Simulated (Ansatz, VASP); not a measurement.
# Ga32Sb19P13 (GaP0.40Sb0.60, zinc blende): VASP beside Ansatz

Aim: how closely do two programs agree when they are given the same cell, functional and k mesh? The cell is invented: As first built, before any earlier steps moved the atoms (in the runner's words): 2x2x2 conventional cells of the GaSb type (64 atoms: 13 P, 32 Ga, 19 Sb); Sb/P share their sites, the best of 600 random draws by like-pair counts in two shells; start lattice by linear mixing of the end members' cells; atoms moved at random by 0.02 A. It may not be a known or stable phase. The structure shown is the start of the Ansatz relaxation below; VASP solves that cell, so the two are compared at the walk's first step.

Method: plane waves, with VASP 6.6.1 beside it; single point at PBE, in Ansatz 0.2.0.

### Step 1. The starting structure

The cell holds 64 atoms: 13 P, 32 Ga and 19 Sb. Its edges and angles: a = 11.702 Å, b = 11.702 Å, c = 11.702 Å, α = 90.0°, β = 90.0°, γ = 90.0°. It derives from GaSb (GaSb type, space group 216), repeated 2×2×2. As first built, before any earlier steps moved the atoms (in the runner's words): 2x2x2 conventional cells of the GaSb type (64 atoms: 13 P, 32 Ga, 19 Sb); Sb/P share their sites, the best of 600 random draws by like-pair counts in two shells; start lattice by linear mixing of the end members' cells; atoms moved at random by 0.02 A.

### Step 2. Ansatz: relaxation, PBE

Ansatz runs on its default PAW (the set named soft_2) files.

The two programs are compared at the cell with which this relaxation starts, whose forces are those of its first step.

File input.yaml:

```yaml
crystal:
  lattice:
    - [11.702, 0.0, 0.0]
    - [0.0, 11.702, 0.0]
    - [0.0, 0.0, 11.702]
  atoms:
    - { symbol: P, position: [0.12535, 0.37216, 0.62625] }
    - { symbol: P, position: [0.37467, 0.1248, 0.62269] }
    - { symbol: P, position: [0.12489, 0.62473, 0.37489] }
    - { symbol: P, position: [0.37661, 0.8774, 0.37522] }
    - { symbol: P, position: [0.12461, 0.8769, 0.62366] }
    - { symbol: P, position: [0.37485, 0.87537, 0.87541] }
    - { symbol: P, position: [0.62379, 0.12455, 0.37474] }
    - { symbol: P, position: [0.62452, 0.12261, 0.875] }
    - { symbol: P, position: [0.62149, 0.37431, 0.6276] }
    - { symbol: P, position: [0.87591, 0.12521, 0.62291] }
    - { symbol: P, position: [0.87949, 0.6261, 0.12297] }
    - { symbol: P, position: [0.62179, 0.62626, 0.8726] }
    - { symbol: P, position: [0.62458, 0.875, 0.62633] }
    - { symbol: Ga, position: [0.00051, 0.00185, 0.99851] }
    - { symbol: Ga, position: [0.00133, 0.25145, 0.25018] }
    - { symbol: Ga, position: [0.24988, 0.00444, 0.25009] }
    - { symbol: Ga, position: [0.25192, 0.25057, 0.99823] }
    - { symbol: Ga, position: [0.99722, 0.99913, 0.49977] }
    - { symbol: Ga, position: [0.00277, 0.24861, 0.75031] }
    - { symbol: Ga, position: [0.24725, 0.00195, 0.75383] }
    - { symbol: Ga, position: [0.24784, 0.24551, 0.50033] }
    - { symbol: Ga, position: [0.99963, 0.50034, 0.99986] }
    - { symbol: Ga, position: [0.99959, 0.7509, 0.24975] }
    - { symbol: Ga, position: [0.25258, 0.49766, 0.25235] }
    - { symbol: Ga, position: [0.25041, 0.74937, 0.99656] }
    - { symbol: Ga, position: [0.00211, 0.49819, 0.49965] }
    - { symbol: Ga, position: [0.00013, 0.75002, 0.7499] }
    - { symbol: Ga, position: [0.25047, 0.49968, 0.74997] }
    - { symbol: Ga, position: [0.24967, 0.74835, 0.498] }
    - { symbol: Ga, position: [0.4986, 0.99737, 0.9996] }
    - { symbol: Ga, position: [0.50039, 0.25096, 0.25281] }
    - { symbol: Ga, position: [0.74911, 0.00109, 0.24898] }
    - { symbol: Ga, position: [0.74883, 0.24807, 0.0002] }
    - { symbol: Ga, position: [0.50084, 0.99882, 0.4985] }
    - { symbol: Ga, position: [0.50066, 0.24831, 0.7516] }
    - { symbol: Ga, position: [0.74895, 0.00219, 0.75234] }
    - { symbol: Ga, position: [0.74858, 0.25326, 0.50005] }
    - { symbol: Ga, position: [0.50005, 0.5014, 0.00022] }
    - { symbol: Ga, position: [0.50234, 0.75105, 0.25132] }
    - { symbol: Ga, position: [0.75005, 0.49858, 0.25038] }
    - { symbol: Ga, position: [0.74832, 0.74891, 0.0015] }
    - { symbol: Ga, position: [0.50273, 0.50161, 0.50139] }
    - { symbol: Ga, position: [0.49971, 0.75188, 0.75297] }
    - { symbol: Ga, position: [0.75121, 0.4995, 0.75064] }
    - { symbol: Ga, position: [0.75319, 0.74979, 0.49649] }
    - { symbol: Sb, position: [0.12434, 0.12483, 0.37601] }
    - { symbol: Sb, position: [0.1273, 0.37602, 0.12513] }
    - { symbol: Sb, position: [0.37256, 0.12898, 0.11877] }
    - { symbol: Sb, position: [0.37308, 0.3762, 0.37466] }
    - { symbol: Sb, position: [0.124, 0.12458, 0.8767] }
    - { symbol: Sb, position: [0.3749, 0.37733, 0.87578] }
    - { symbol: Sb, position: [0.12396, 0.87641, 0.12526] }
    - { symbol: Sb, position: [0.37522, 0.62346, 0.12442] }
    - { symbol: Sb, position: [0.12222, 0.62198, 0.87689] }
    - { symbol: Sb, position: [0.3749, 0.62345, 0.62382] }
    - { symbol: Sb, position: [0.62702, 0.37446, 0.12596] }
    - { symbol: Sb, position: [0.87639, 0.12822, 0.12315] }
    - { symbol: Sb, position: [0.87553, 0.37618, 0.37686] }
    - { symbol: Sb, position: [0.87542, 0.3742, 0.87603] }
    - { symbol: Sb, position: [0.62403, 0.62438, 0.37399] }
    - { symbol: Sb, position: [0.62641, 0.87458, 0.1252] }
    - { symbol: Sb, position: [0.87443, 0.87871, 0.3777] }
    - { symbol: Sb, position: [0.87381, 0.62444, 0.62336] }
    - { symbol: Sb, position: [0.87632, 0.87506, 0.8738] }
kpoints:
  mp_grid: { grid: [2, 2, 2], shift: [0.5, 0.5, 0.5] }
hamiltonian:
  xc: pbe
scf:
  occupations: { method: fermi_dirac, width: 0.01 }
output:
  forces: true
  stress: true
relax:
  f_tol: 0.02
  max_steps: 45
  cell: { stress_tol: 0.1 }
```

Run with:

```bash
> ansatz run input.yaml --threads 8 --pin off --max-ram 15360MiB --backend cpu --events-out ev --progress --plain --runs-dir out
```

Numbers of over 12 decimals in the logs are rounded to 6 here.

The log of the run:

```text
The last accepted step is kept in <dir> (removed where the run ends without a failure and the disk answers)
Engine: ansatz 0.2.0, x86_64-unknown-linux-gnu
Pseudopotentials: kind: paw
Pseudopotential: P, paw, valence charge 5, recommended cutoff 420 eV (normal), P.paw.azcp
Pseudopotential: Ga, paw, valence charge 13, recommended cutoff 420 eV (normal), Ga.paw.azcp
Pseudopotential: Sb, paw, valence charge 15, recommended cutoff 420 eV (normal), Sb.paw.azcp
Functional definition: PBE
  parameter kappa = 0.804
  parameter beta = 0.066725
  exchange = pbe_x(kappa = kappa, mu = beta*pi^2/3)
  correlation = pbe_c(beta = beta)
Crystal: 64 atoms, lattice volume = 1602.434 Å³
Basis set: ecut = 420 eV, 31439 PW (Γ), exchange–correlation on 160×160×160 points (8 copies of the dense FFT grid, shifted against one another)
Bands: 460, of which v1, the nominal top of the filled ones, is band 383 counted from 1 (382 counted from 0)
Symmetry: 1 space group operations
Space group: P1 (ITA 1), of the structure as read, at distance tolerance 1.2e-4 Å
k-points: 4 of 8 (time reversal used)
Non-local potential: P, projectors of the file, l = 0: 2, l = 1: 2, l = 2: 2
Non-local potential: Ga, projectors of the file, l = 0: 2, l = 1: 2, l = 2: 3, l = 3: 1
Non-local potential: Sb, projectors of the file, l = 0: 2, l = 1: 2, l = 2: 2, l = 3: 2
PAW form: soft (Blöchl's): semilocal exchange-correlation on the pseudo side does not see the compensation charge
PAW one-centre angular grid: P, 110 points (default); XC on 64 Gauss nodes
PAW one-centre angular grid: Ga, 590 points (default); XC on 64 Gauss nodes
PAW one-centre angular grid: Sb, 590 points (default); XC on 64 Gauss nodes
Initial density: superposition of atomic densities (neutral atoms: chi_scale 0, normalization atom), corrected by the library's trained network
Initial wavefunctions: pseudopotential atomic-orbital guess
Functional: x = pbe(κ = 0.804, μ = 0.219515), c = pbe(β = 0.066725)
SCF iter   1: F=—  HF=-254093.282145 eV  |F-HF|=—  |Δ(HF+E_count)|=         —  Δρ=1.40e-3  dr2=8.40e-2  ethr=1.77e-3  ⟨swp⟩=7.0  Hψ=7372  notcnv=0  defer=11
preconditioner: auto → Resta (q_TF=auto, 2.412 Å⁻¹)  ε∞=3.6  [insulator: Δε(μ)=1.103 eV  Ē_g=13.716 eV  σ=0.010 eV  W_gap=1.00  n_scr=388 (ndim 8)  ℏωp=22.3 eV  f_vac=0.056  D(μ)=0.00/eV (n_scr^D=0)  ε∞_Penn≈3.6]
SCF iter   2: F=—  HF=-254093.200682 eV  |F-HF|=—  |Δ(HF+E_count)|=   8.15e-2  Δρ=7.57e-4  dr2=1.40e-2  ethr=1.10e-5  ⟨swp⟩=3.0  Hψ=3326  notcnv=0  defer=288
SCF iter   3: F=—  HF=-254093.201735 eV  |F-HF|=—  |Δ(HF+E_count)|=   1.05e-3  Δρ=4.13e-4  dr2=4.65e-3  ethr=1.83e-6  ⟨swp⟩=2.0  Hψ=2724  notcnv=0  defer=288
SCF iter   4: F=—  HF=-254093.203695 eV  |F-HF|=—  |Δ(HF+E_count)|=   1.96e-3  Δρ=1.57e-4  dr2=7.83e-4  ethr=6.07e-7  ⟨swp⟩=2.0  Hψ=2724  notcnv=0  defer=288
SCF iter   5: F=—  HF=-254093.204046 eV  |F-HF|=—  |Δ(HF+E_count)|=   3.51e-4  Δρ=6.94e-5  dr2=9.16e-5  ethr=1.02e-7  ⟨swp⟩=2.0  Hψ=2704  notcnv=0  defer=288
SCF iter   6: F=—  HF=-254093.203529 eV  |F-HF|=—  |Δ(HF+E_count)|=   5.17e-4  Δρ=2.65e-5  dr2=2.41e-5  ethr=1.20e-8  ⟨swp⟩=3.0  Hψ=3072  notcnv=0  defer=288
SCF iter   7: F=—  HF=-254093.203535 eV  |F-HF|=—  |Δ(HF+E_count)|=   5.69e-6  Δρ=8.84e-6  dr2=1.81e-6  ethr=3.14e-9  ⟨swp⟩=2.5  Hψ=3054  notcnv=0  defer=288
SCF iter   8: F=—  HF=-254093.203538 eV  |F-HF|=—  |Δ(HF+E_count)|=   2.98e-6  Δρ=3.84e-6  dr2=4.80e-7  ethr=2.37e-10  ⟨swp⟩=3.0  Hψ=3290  notcnv=0  defer=288
SCF iter   9: F=-254093.203538 eV  HF=-254093.203538 eV  |F-HF|=1.57e-8  |Δ(HF+E_count)|=   2.35e-8  Δρ=1.19e-6  dr2=3.33e-8  ethr=1.31e-11  ⟨swp⟩=3.0  Hψ=6390  notcnv=0
SCF 1 converged in 9 iterations: F = -254093.203538 eV  dr2 = 3.33e-8
  greatest PAW one-centre occupation: 0.996 electrons in one spin orbital (limit 2), on the Sb atom at site 49 (counted from 0), in its partial waves of l = 2
relax step   1: F+E_penalty+E_count = -254093.20353776 eV  Δ(F+E_penalty+E_count) = +0.000e0 eV  max|allowed force component| = 2.192e0 eV/Å  Δτ_max = 0.0000 Å  P = +3.634 GPa  Ω = 1602.434 Å³  (9 SCF iters, dr2 threshold 1.00e-7 eV, accepted)
Crystal: 64 atoms, lattice volume = 1680.693 Å³
Basis set: ecut = 420 eV, 32823 PW (Γ), exchange–correlation on 160×160×160 points (8 copies of the dense FFT grid, shifted against one another)
Initial density: handed on by an earlier stage of this run
Initial wavefunctions: those handed on with the density
iter 1 solved again at ethr=1.09e-4 eV; its pass at ethr=3.10e-3 eV (dr2=8.33e-1 eV) is discarded
SCF iter   1: F=—  HF=-254099.140648 eV  |F-HF|=—  |Δ(HF+E_count)|=         —  Δρ=1.16e-2  dr2=8.43e-1  ethr=1.09e-4  ⟨swp⟩=7.8  Hψ=9063  notcnv=0
preconditioner: auto → Resta (q_TF=auto, 2.393 Å⁻¹)  ε∞=3.6  [insulator: Δε(μ)=0.873 eV  Ē_g=13.561 eV  σ=0.010 eV  W_gap=1.00  n_scr=388 (ndim 8)  ℏωp=21.7 eV  f_vac=0.066  D(μ)=0.00/eV (n_scr^D=0)  ε∞_Penn≈3.6]
[...]
atom  12  P     -0.00036834     0.00377461    -0.00128541
  atom  13  P     -0.00341630     0.00237107    -0.00021193
  atom  14  Ga    -0.00044132     0.00063693     0.00108732
  atom  15  Ga    -0.00054627    -0.00077072     0.00014869
  atom  16  Ga     0.00165465    -0.00064927     0.00274209
  atom  17  Ga     0.00233692     0.00295035     0.00318515
  atom  18  Ga     0.00094333    -0.00031411    -0.00004586
  atom  19  Ga    -0.00232525     0.00156721     0.00350664
  atom  20  Ga     0.00080840     0.00319228     0.00386803
  atom  21  Ga    -0.00131697     0.00071106     0.00007936
  atom  22  Ga     0.00119301     0.00252793     0.00176945
  atom  23  Ga     0.00152370     0.00254175    -0.00033897
  atom  24  Ga     0.00166916    -0.00093892    -0.00189469
  atom  25  Ga     0.00061906    -0.00098996     0.00305518
  atom  26  Ga    -0.00053367     0.00082576     0.00323714
  atom  27  Ga     0.00213209    -0.00045020     0.00358679
  atom  28  Ga    -0.00295570     0.00206676     0.00047732
  atom  29  Ga     0.00283269     0.00157170     0.00187665
  atom  30  Ga     0.00043145    -0.00079709     0.00187443
  atom  31  Ga    -0.00045153     0.00095772     0.00214604
  atom  32  Ga     0.00269677     0.00374672     0.00022417
  atom  33  Ga     0.00166216     0.00053283     0.00387140
  atom  34  Ga    -0.00056294     0.00082855     0.00224560
  atom  35  Ga    -0.00076512    -0.00255977     0.00313984
[...]
atom  57  Sb    -0.00328266    -0.00015933    -0.00336878
  atom  58  Sb    -0.00202052    -0.00017474    -0.00192785
  atom  59  Sb    -0.00262072    -0.00410690    -0.00438896
  atom  60  Sb     0.00242629     0.00316996     0.00382037
  atom  61  Sb    -0.00379992     0.00310218    -0.00441199
  atom  62  Sb    -0.00194202    -0.00578290     0.00007702
  atom  63  Sb    -0.00182319    -0.00043482    -0.00211134
  atom  64  Sb    -0.00180481     0.00290057    -0.00380549
  max |Σ_I F_I| component: 8.50e-7 eV/Å
--- Stress (GPa, compression-positive) ---
       -0.001862       0.000496      -0.000459
        0.000496      -0.001404      -0.001957
       -0.000459      -0.001957      -0.007302
  P = ⅓ Tr σ = -0.0035 GPa (-0.035 kbar)
--- Relaxed structure (5 steps of the walk, 5 accepted, 1 SCFs on fresh bases) ---
  F+E_penalty+E_count = -254099.87603444 eV   max|allowed force component| = 6.624e-3 eV/Å   (the final SCF, on the basis selected at the relaxed cell)
  cell:  # Å, volume = 1659.7071 Å³
    - [11.836367, -0.00126452, -0.00218441]
    - [-0.00126452, 11.844607, 0.000953289]
    - [-0.00218441, 0.000953289, 11.838384]
  atoms:
    - { symbol: P, position: [0.124512, 0.370422, 0.620708] }
    - { symbol: P, position: [0.379856, 0.119966, 0.624904] }
    - { symbol: P, position: [0.124695, 0.629358, 0.379734] }
    - { symbol: P, position: [0.374654, 0.878286, 0.386357] }
    - { symbol: P, position: [0.131783, 0.879977, 0.621327] }
    - { symbol: P, position: [0.382937, 0.879059, 0.862766] }
    - { symbol: P, position: [0.621442, 0.122017, 0.388847] }
    - { symbol: P, position: [0.621117, 0.120550, 0.860006] }
    - { symbol: P, position: [0.625548, 0.365069, 0.629385] }
    - { symbol: P, position: [0.869476, 0.124125, 0.625130] }
    - { symbol: P, position: [0.874512, 0.626118, 0.124826] }
    - { symbol: P, position: [0.625455, 0.628880, 0.871049] }
    - { symbol: P, position: [0.619210, 0.883801, 0.628251] }
    - { symbol: Ga, position: [-0.00157572, -0.00187638, 1.001382] }
    - { symbol: Ga, position: [-0.00138528, 0.248140, 0.252609] }
    - { symbol: Ga, position: [0.260501, -0.010579, 0.263443] }
    - { symbol: Ga, position: [0.252335, 0.251833, 1.001260] }
    - { symbol: Ga, position: [0.998548, 1.000521, 0.519631] }
    - { symbol: Ga, position: [-0.00379136, 0.250906, 0.729694] }
    - { symbol: Ga, position: [0.263637, -0.00838266, 0.737727] }
    - { symbol: Ga, position: [0.253385, 0.246438, 0.520444] }
    - { symbol: Ga, position: [0.988562, 0.511030, 1.005610] }
    - { symbol: Ga, position: [0.998319, 0.732837, 0.251389] }
    - { symbol: Ga, position: [0.243592, 0.512839, 0.262501] }
    - { symbol: Ga, position: [0.265448, 0.762823, 0.982850] }
    - { symbol: Ga, position: [0.017378, 0.500129, 0.500558] }
    - { symbol: Ga, position: [0.011933, 0.762786, 0.737175] }
    - { symbol: Ga, position: [0.238784, 0.488150, 0.739551] }
    - { symbol: Ga, position: [0.242998, 0.760298, 0.493277] }
    - { symbol: Ga, position: [0.502483, 0.999392, 0.975436] }
    - { symbol: Ga, position: [0.510280, 0.240463, 0.262741] }
    - { symbol: Ga, position: [0.738428, 0.00866017, 0.264027] }
    - { symbol: Ga, position: [0.736243, 0.236478, -0.017703] }
    - { symbol: Ga, position: [0.496711, 0.999832, 0.504258] }
    - { symbol: Ga, position: [0.506199, 0.237652, 0.738910] }
    - { symbol: Ga, position: [0.741344, 0.00807855, 0.740087] }
    - { symbol: Ga, position: [0.742789, 0.241401, 0.510347] }
    - { symbol: Ga, position: [0.507834, 0.511762, -0.010371] }
    - { symbol: Ga, position: [0.487762, 0.762585, 0.264464] }
    - { symbol: Ga, position: [0.759716, 0.509346, 0.241690] }
    - { symbol: Ga, position: [0.750898, 0.733850, -0.000587506] }
    - { symbol: Ga, position: [0.512612, 0.487424, 0.512264] }
    - { symbol: Ga, position: [0.509021, 0.759980, 0.755462] }
    - { symbol: Ga, position: [0.731937, 0.499499, 0.748621] }
    - { symbol: Ga, position: [0.737467, 0.762707, 0.513386] }
    - { symbol: Sb, position: [0.127437, 0.122117, 0.385223] }
    - { symbol: Sb, position: [0.122566, 0.381967, 0.128482] }
    - { symbol: Sb, position: [0.382130, 0.117872, 0.124935] }
    - { symbol: Sb, position: [0.375090, 0.372716, 0.383253] }
    - { symbol: Sb, position: [0.127617, 0.122675, 0.864939] }
    - { symbol: Sb, position: [0.380830, 0.373011, 0.866546] }
    - { symbol: Sb, position: [0.130002, 0.868546, 0.126685] }
    - { symbol: Sb, position: [0.375432, 0.632430, 0.124854] }
    - { symbol: Sb, position: [0.125979, 0.628403, 0.870867] }
    - { symbol: Sb, position: [0.375561, 0.627478, 0.625034] }
    - { symbol: Sb, position: [0.627147, 0.373828, 0.121243] }
    - { symbol: Sb, position: [0.866208, 0.125118, 0.124781] }
    - { symbol: Sb, position: [0.873728, 0.375806, 0.381447] }
    - { symbol: Sb, position: [0.869770, 0.374539, 0.869666] }
    - { symbol: Sb, position: [0.624441, 0.627433, 0.378565] }
    - { symbol: Sb, position: [0.621776, 0.875328, 0.123295] }
    - { symbol: Sb, position: [0.874598, 0.875053, 0.381253] }
    - { symbol: Sb, position: [0.874808, 0.626193, 0.625111] }
    - { symbol: Sb, position: [0.870553, 0.874538, 0.868436] }
```

(Part 1 of 2 ends here.)

[Lines on the potential files, build, host, timing and source positions are cut from VASP's logs without a mark.]

[Logs are printed without paths, hosts, clocks, repeated set-up lines and the standing remarks that a program may print on its own settings, such as how far it seeks lower states.]

[Hosts, paths, dates, database ids (printed as entryN), source tags and the programs' standing remarks are cut or masked in the printed files.]
